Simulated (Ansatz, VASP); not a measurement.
# Zn8SeS7 in two plane-wave programs, part 2 of 2

Aim: how closely do two programs agree when they are given the same cell, functional and k mesh? The cell is taken from a series of runs on this material, whose earlier steps may have relaxed, scaled, displaced or heated it; both programs get it as it stands.

VASP 6.6.1 and Ansatz 0.2.0.

So far: Set-up; Ansatz: single point, LDA.

The structure was built from a prototype and need not be the compound's stable phase.

### 3. VASP: single point, LDA

Level of this step: LDA; plane waves and PAW (Zn, S, Se) (VASP).

The same cell, functional (in two slightly different forms), mesh and smearing now go to VASP, with its own data sets.

Lines of VASP's logs that name or quote its potential files are left out, and so is its time.

Contents of INCAR:

```
SYSTEM = Zn8SeS7
PREC = Accurate
ENCUT = 500
EDIFF = 1E-06
NELM = 120
ISMEAR = -1
SIGMA = 0.02
LREAL = .FALSE.
ALGO = Normal
GGA = PW92
NBANDS = 89
LORBIT = 11
LWAVE = .FALSE.
LCHARG = .FALSE.
ISIF = 2
LASPH = .TRUE.
GGA_COMPAT = .FALSE.
EFERMI = MIDGAP
KPAR = 4
```

Contents of POSCAR:

```
Zn8SeS7
1.0
    0.0000000000      5.4413750000      5.4413750000
    5.4413750000      0.0000000000      5.4413750000
    5.4413750000      5.4413750000      0.0000000000
Zn S Se
8 7 1
Direct
    0.0002156402      0.0002156402      0.0002156402
    0.0002156402      0.0002156402      0.4993530793
    0.0002156402      0.4993530793      0.0002156402
    0.0100734073      0.4966421976      0.4966421976
    0.4993530793      0.0002156402      0.0002156402
    0.4966421976      0.0100734073      0.4966421976
    0.4966421976      0.4966421976      0.0100734073
    0.4966421976      0.4966421976      0.4966421976
    0.1250000000      0.1250000000      0.1250000000
    0.1247524908      0.1247524908      0.6252475092
    0.1247524908      0.6252475092      0.1247524908
    0.1247524908      0.6252475092      0.6252475092
    0.6252475092      0.1247524908      0.1247524908
    0.6252475092      0.1247524908      0.6252475092
    0.6252475092      0.6252475092      0.1247524908
    0.6250000000      0.6250000000      0.6250000000
```

Contents of KPOINTS:

```
Automatic mesh
0
Gamma
4 4 4
0 0 0
```

The projector-augmented-wave data sets are Zn, S and Se (LDA family, release 64).

Command:

```sh
> mpirun -np 4 vasp_std
```

Numbers of over 12 decimals in the logs are rounded to 6 here.

Output:

```text
[banner, memory and clock lines left out]
running    4 mpi-ranks, on    1 nodes
 distrk:  each k-point on    1 cores,    4 groups
 distr:  one band on    1 cores,    1 groups

 POSCAR found type information on POSCAR ZnS Se
 POSCAR found :  3 types and      16 ions
|                                                                             |
|               ----> ADVICE to this user running VASP <----                  |
|                                                                             |
|     You enforced a specific xc type in the INCAR file but a different       |
|     [... a line on the potential file left out ...]
|     I HOPE YOU KNOW WHAT YOU ARE DOING!                                     |
|                                                                             |

 LDA part: xc-table for (Slater(with rela. corr.)+PW92), standard interpolation
 POSCAR, INCAR and KPOINTS ok, starting setup
 FFT: planning ... GRIDC
 FFT: planning ... GRID_SOFT
 FFT: planning ... GRID
 WAVECAR not read
 entering main loop
       N       E                     dE             d eps       ncg     rms          rms(c)
DAV:   1     0.130017809511E+04    0.13002E+04   -0.62566E+04  1424   0.189E+03
DAV:   2     0.160664379085E+03   -0.11395E+04   -0.10843E+04  1424   0.473E+02
DAV:   3    -0.522381571420E+02   -0.21290E+03   -0.20557E+03  1552   0.177E+02
DAV:   4    -0.674231419152E+02   -0.15185E+02   -0.15057E+02  1655   0.478E+01
DAV:   5    -0.677576069035E+02   -0.33446E+00   -0.33377E+00  1616   0.717E+00    0.188E+01
DAV:   6    -0.644812552906E+02    0.32764E+01   -0.68556E+00  2086   0.421E+01    0.140E+01
DAV:   7    -0.645764126541E+02   -0.95157E-01   -0.77262E+00  1600   0.797E+00    0.584E+00
DAV:   8    -0.644599415338E+02    0.11647E+00   -0.55792E-01  1792   0.600E+00    0.203E+00
DAV:   9    -0.644580156330E+02    0.19259E-02   -0.10618E-01  1832   0.352E+00    0.562E-01
DAV:  10    -0.644580452970E+02   -0.29664E-04   -0.79111E-03  1864   0.133E+00    0.347E-01
DAV:  11    -0.644581964707E+02   -0.15117E-03   -0.19680E-03  1768   0.250E-01    0.188E-01
DAV:  12    -0.644582511462E+02   -0.54676E-04   -0.31739E-04  1800   0.107E-01    0.461E-02
DAV:  13    -0.644582253598E+02    0.25786E-04   -0.12253E-04  1904   0.188E-01    0.299E-02
DAV:  14    -0.644582298345E+02   -0.44747E-05   -0.75715E-05  1792   0.633E-02    0.141E-02
DAV:  15    -0.644582273276E+02    0.25069E-05   -0.20239E-05  1856   0.718E-02    0.841E-03
DAV:  16    -0.644582273135E+02    0.14088E-07   -0.38636E-06  1264   0.226E-02
   1 F= -.64458227E+02 E0= -.64458227E+02  d E =-.722353E-20
```

Parts of OUTCAR (step 3):

```text
ion  position               nearest neighbor table
   1  0.000  0.000  0.000-   9 2.35  10 2.36  11 2.36  13 2.36
   2  0.000  0.000  0.499-   9 2.35  12 2.36  14 2.36  10 2.36
   3  0.000  0.499  0.000-   9 2.35  15 2.36  12 2.36  11 2.36
   4  0.010  0.497  0.497-  12 2.34  11 2.34  10 2.34  16 2.42
   5  0.499  0.000  0.000-   9 2.35  15 2.36  14 2.36  13 2.36
   6  0.497  0.010  0.497-  14 2.34  13 2.34  10 2.34  16 2.42
   7  0.497  0.497  0.010-  15 2.34  13 2.34  11 2.34  16 2.42
   8  0.497  0.497  0.497-  12 2.34  14 2.34  15 2.34  16 2.42
   9  0.125  0.125  0.125-   2 2.35   3 2.35   5 2.35   1 2.35
  10  0.125  0.125  0.625-   4 2.34   6 2.34   1 2.36   2 2.36
  11  0.125  0.625  0.125-   4 2.34   7 2.34   1 2.36   3 2.36
  12  0.125  0.625  0.625-   4 2.34   8 2.34   2 2.36   3 2.36
  13  0.625  0.125  0.125-   6 2.34   7 2.34   1 2.36   5 2.36
  14  0.625  0.125  0.625-   6 2.34   8 2.34   2 2.36   5 2.36
  15  0.625  0.625  0.125-   7 2.34   8 2.34   3 2.36   5 2.36
  16  0.625  0.625  0.625-   8 2.42   6 2.42   7 2.42   4 2.42

  LATTYP: Found a face centered cubic cell.
 ALAT       =    10.8827500000

 Subroutine GETGRP returns: Found 24 space group operations
 (whereof  6 operations were pure point group operations)

The static configuration has the point symmetry C_3v.
 The point group associated with its full space group is T_d .

 Found      8 irreducible k-points:

   k-points           NKPTS =      8   k-points in BZ     NKDIM =      8   number of bands    NBANDS=     89

   dimension x,y,z NGX =    56 NGY =   56 NGZ =   56
   dimension x,y,z NGXF=   112 NGYF=  112 NGZF=  112

   ENCUT  =  500.0 eV  36.75 Ry    6.06 a.u.  14.03 14.03 14.03*2*pi/ulx,y,z

   NELECT =     144.0000    total number of electrons

 k-points in reciprocal lattice and weights: Automatic mesh
   0.00000000  0.00000000  0.00000000       0.016
   0.25000000  0.00000000  0.00000000       0.125
   0.50000000  0.00000000  0.00000000       0.062
   0.25000000  0.25000000  0.00000000       0.094
   0.50000000  0.25000000  0.00000000       0.375
  -0.25000000  0.25000000  0.00000000       0.188
   0.50000000  0.50000000  0.00000000       0.047
  -0.25000000  0.50000000  0.25000000       0.094

 average (electrostatic) potential at core
       1 -37.6244       2 -37.6244       3 -37.6244       4 -37.5664       5 -37.6244
       6 -37.5664       7 -37.5664       8 -37.5664       9 -89.3725      10 -89.3378
      11 -89.3378      12 -89.3378      13 -89.3378      14 -89.3378      15 -89.3378
      16 -61.4322

 E-fermi :   2.7446

 k-point     1 :       0.0000    0.0000    0.0000
  band No.  band energies     occupation
    ...
     68       1.1020      2.00000
     69       1.1020      2.00000
     70       1.8895      2.00000
     71       1.8895      2.00000
     72       1.8895      2.00000
     73       3.5996      0.00000
     74       4.8277      0.00000
     75       4.8277      0.00000
     76       4.8277      0.00000
     77       4.8599      0.00000
    ...

 k-point     2 :       0.2500    0.0000    0.0000
  band No.  band energies     occupation
    ...
     68       0.7445      2.00000
     69       1.1062      2.00000
     70       1.1062      2.00000
     71       1.7412      2.00000
     72       1.7412      2.00000
     73       4.4639      0.00000
     74       4.9358      0.00000
     75       5.3057      0.00000
     76       5.4279      0.00000
     77       5.4279      0.00000
    ...

 k-point     3 :       0.5000    0.0000    0.0000
  band No.  band energies     occupation
    ...
     68       0.3502      2.00000
     69       1.2790      2.00000
     70       1.2790      2.00000
     71       1.5093      2.00000
     72       1.5093      2.00000
     73       4.9652      0.00000
     74       5.0671      0.00000
     75       5.8343      0.00000
     76       5.8871      0.00000
     77       5.8871      0.00000
    ...

  Total       -8.7933928     -8.7933928     -8.7933928      0.0000000      0.0000000      0.0000000
  in kB      -43.7231142    -43.7231142    -43.7231142      0.0000000      0.0000000      0.0000000
  external PRESSURE =     -43.7231142 kB  Pullay stress =       0.0000000 kB

  energy-cutoff  :      500.00
  volume of cell :      322.22
      direct lattice vectors                 reciprocal lattice vectors
     0.000000000  5.441375000  5.441375000    -0.091888539  0.091888539  0.091888539
     5.441375000  0.000000000  5.441375000     0.091888539 -0.091888539  0.091888539
     5.441375000  5.441375000  0.000000000     0.091888539  0.091888539 -0.091888539

 POSITION                                       TOTAL-FORCE (eV/Angst)
 -----------------------------------------------------------------------------------
      0.00235      0.00235      0.00235        -0.000155     -0.000155     -0.000155
      2.71834      2.71834      0.00235         0.000155      0.000155     -0.000155
      2.71834      0.00235      2.71834         0.000155     -0.000155      0.000155
      5.40483      2.75723      2.75723        -0.009048      0.009048      0.009048
      0.00235      2.71834      2.71834        -0.000155      0.000155      0.000155
      2.75723      5.40483      2.75723         0.009048     -0.009048      0.009048
      2.75723      2.75723      5.40483         0.009048      0.009048     -0.009048
      5.40483      5.40483      5.40483        -0.009048     -0.009048     -0.009048
      1.36034      1.36034      1.36034         0.000000     -0.000000     -0.000000
      4.08103      4.08103      1.35765         0.000000     -0.000000     -0.004617
      4.08103      1.35765      4.08103         0.000000     -0.004617     -0.000000
      6.80441      4.08103      4.08103         0.004617     -0.000000     -0.000000
      1.35765      4.08103      4.08103        -0.004617     -0.000000     -0.000000
      4.08103      6.80441      4.08103         0.000000      0.004617     -0.000000
      4.08103      4.08103      6.80441         0.000000     -0.000000      0.004617
      6.80172      6.80172      6.80172         0.000000     -0.000000     -0.000000
 -----------------------------------------------------------------------------------
    total drift:                               -0.000000     -0.000000      0.000000

  FREE ENERGIE OF THE ION-ELECTRON SYSTEM (eV)
  ---------------------------------------------------
  free  energy   TOTEN  =       -64.4582273135 eV

  energy  without entropy=      -64.4582273135  energy(sigma->0) =      -64.45822731

 total charge
# of ion       s       p       d       tot
------------------------------------------
    1        0.528   0.469   9.796  10.793
    2        0.528   0.469   9.796  10.793
    3        0.528   0.469   9.796  10.793
    4        0.540   0.491   9.796  10.826
    5        0.528   0.469   9.796  10.793
    6        0.540   0.491   9.796  10.826
    7        0.540   0.491   9.796  10.826
    8        0.540   0.491   9.796  10.826
    9        1.315   2.404   0.000   3.719
   10        1.315   2.407   0.000   3.722
   11        1.315   2.407   0.000   3.722
   12        1.315   2.407   0.000   3.722
   13        1.315   2.407   0.000   3.722
   14        1.315   2.407   0.000   3.722
   15        1.315   2.407   0.000   3.722
   16        1.439   2.447   0.033   3.919
--------------------------------------------------
tot         14.919  23.132  78.398 116.449

[... 3 further parts left out ...]
```

The run ends at a pressure of -4.37 GPa, with forces up to 0.016 eV/Å.

### 4. Comparison

Known differences besides the potentials themselves: the data sets hold 154 valence electrons in Ansatz (on its PAW soft_1 files) and 144 in VASP; the cutoff is 420 eV in Ansatz and 500 eV in VASP; VASP's log shows a relativistic correction to its local exchange, Ansatz's none. Total energies have different zeros and are not compared.

The two programs side by side:

```csv
quantity,Ansatz,VASP,difference
pressure (GPa),-4.54,-4.37,-0.16
gap on the k mesh (eV),1.674,1.710,-0.036
```

At this near-relaxed geometry the largest component of a force difference is 5 meV/Å. A gap on the mesh is an upper bound, since the band edges may lie between its points.

### 5. Outcome

```
difference in gap on the k mesh (single point, LDA) : -0.036 eV
```

**Reading.** The difference in gap on the k mesh is -0.036 eV (single point, LDA), within the 0.08 eV picked in this series as the mark of a large difference. The data sets hold unlike numbers of valence electrons (154 in Ansatz and 144 in VASP), so part of the differences comes from the potentials. 1 further run of this series is not shown here. How closely two codes agree says nothing of how well the functional describes the real material.

[Lines on the potential files, build, host, timing and source positions are cut from VASP's logs without a mark.]

[Logs are printed without paths, hosts, clocks, repeated set-up lines and the standing remarks that a program may print on its own settings, such as how far it seeks lower states.]

[Hosts, paths, dates, database ids (printed as entryN), source tags and the programs' standing remarks are cut or masked in the printed files.]
